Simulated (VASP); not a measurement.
Set up this calculation in VASP 6.6.1, as the native input.

- Task: single point
- Functional: LDA
- Potentials or basis: VASP PAW LDA potentials, release 64 (C)
- Cutoff: 520 eV
- k mesh: 14 × 14 × 5
- Occupations: fermi-dirac, width 0.05 eV
- Spin: no spin polarisation
- Dipole correction: no
- Further INCAR settings: ALGO = Normal; EDIFF = 1e-06; NBANDS = 16

The structure of C lies in POSCAR:

```
C
1.0
    2.4449956252      0.0000000000      0.0000000000
   -1.2224978126      2.1174283235      0.0000000000
    0.0000000000      0.0000000000      6.6097685413
C
4
Direct
    0.0000000000      0.0000000000      0.2500000000
    1.0000000000      1.0000000000      0.7500000000
    0.3333333333      0.6666666667      0.2500000000
    0.6666666667      0.3333333333      0.7500000000
```

The input as run:

INCAR

```
SYSTEM = C
PREC = Accurate ; ENCUT = 520
EDIFF = 1E-6 ; ISMEAR = -1
SIGMA = 0.05 ; LREAL = .False.
LASPH = .True. ; NELM = 80
ALGO = Normal ; ISIF = 2
LWAVE = .False. ; LCHARG = .False.
GGA = CA ; NBANDS = 16
```

KPOINTS

```
regular mesh
0
Gamma
  14 14 5
  0 0 0
```

Potentials or basis: VASP PAW LDA potentials, release 64 (C).

Command:

```console
$ cat potpaw_LDA.64/C/POTCAR > POTCAR
$ mpirun -np 1 vasp_std > vasp.out
```

Results of the run:

The pressure is 0.8 GPa and the band gap on the k mesh is 0.95 eV, direct.

Caveat: an odd mesh through Γ misses points on the zone boundary, where band edges often lie.

Wall time 13 s on 1 thread of Intel(R) Xeon(R) 6975P-C (Granite Rapids) (shared host), peak memory 0.14 GiB.
